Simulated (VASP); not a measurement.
Input:

```yaml
crystal:
  lattice:
    - [0.00000, 2.70150, 2.70150]
    - [2.70150, 0.00000, 2.70150]
    - [2.70150, 2.70150, 0.00000]
  atoms:
    - { symbol: Si, position: [0.00000, 0.00000, 0.00000] }
    - { symbol: Si, position: [0.25000, 0.25000, 0.25000] }
```

Calculation: LDA (Ceperley-Alder, Perdew-Zunger), VASP's LDA PAW potentials (set 64) (plane waves; VASP). Run with 520 eV cut-off, Gaussian smearing of 0.050 eV, potentials Si.

Give the energies of bands 2 to 7 at the high-symmetry points, in eV from the valence-band maximum.

```json
[
 {"band": "2", "Γ": "0.00", "X": "-7.86", "U": "-7.27", "L": "-7.06", "W": "-7.69"},
 {"band": "3", "Γ": "0.00", "X": "-2.89", "U": "-4.41", "L": "-1.21", "W": "-3.94"},
 {"band": "4", "Γ": "0.00", "X": "-2.89", "U": "-2.46", "L": "-1.21", "W": "-3.94"},
 {"band": "5", "Γ": "2.53", "X": "0.57", "U": "1.08", "L": "1.48", "W": "4.18"},
 {"band": "6", "Γ": "2.53", "X": "0.57", "U": "4.05", "L": "3.29", "W": "4.18"},
 {"band": "7", "Γ": "2.53", "X": "10.11", "U": "7.46", "L": "3.29", "W": "4.98"}
]
```

The gap is indirect, 0.44 eV, from the valence maximum at Γ to the conduction minimum at Γ-X at 0.86.

Measured: gap 1.23 eV (computed value off by -0.79 eV), as given by Wei Chen et al., Physical Review Materials (2018), doi:10.1103/physrevmaterials.2.073803 [zero-point renormalisation of 0.06 eV added back (the table's ZPR column)].

The compound is Si in the diamond structure. It was relaxed first.
